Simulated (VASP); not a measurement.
Runs of VASP 6.6.1 on Y3F. Symmetry: P6/mmm, No. 191, hexagonal system. Conventional cell: a = 6.267 Å, b = 6.267 Å, c = 3.362 Å, α = 90.00°, β = 90.00°, γ = 120.00°. Y (site symmetry mmm) has 6 Y at 3.13 to 3.36 Å and 2 F at 3.13 Å as nearest neighbours. Around F (site symmetry 6/mmm) lie 6 Y at 3.13 Å and 2 F at 3.36 Å. The cell was built by a generator and needn't be a form met in nature.

| level | potentials or basis | further INCAR settings | other keys | pressure (GPa) |
| --- | --- | --- | --- | --- |
| RPBE | VASP PAW PBE potentials, release 64 (Y_sv, F) | ALGO = Fast; EDIFF = 1e-06 | - | 1.3 |
| AM05 | VASP PAW PBE potentials, release 64 (Y_sv, F) | ALGO = Fast; EDIFF = 1e-06 | - | -1.7 |
| revPBE | VASP PAW PBE potentials, release 64 (Y_sv, F) | ALGO = Fast; EDIFF = 1e-06 | - | 0.9 |
| LDA | VASP PAW LDA potentials, release 64 (Y_sv, F) | ALGO = Fast; EDIFF = 1e-06; ISYM = 1 | ISYM = 1 | (a) |

Alike in all rows: task band structure; no spin polarisation; cell as given; k mesh 4 × 4 × 6; cutoff (eV) 520; smearing fermi-dirac 0.05 eV.

Estimate the missing entries.

(a) -3.8.

Caveats: the PAW data sets were made with another functional, which shifts forces and pressure a little (some runs).

Runs at the PBE level aren't shown here.
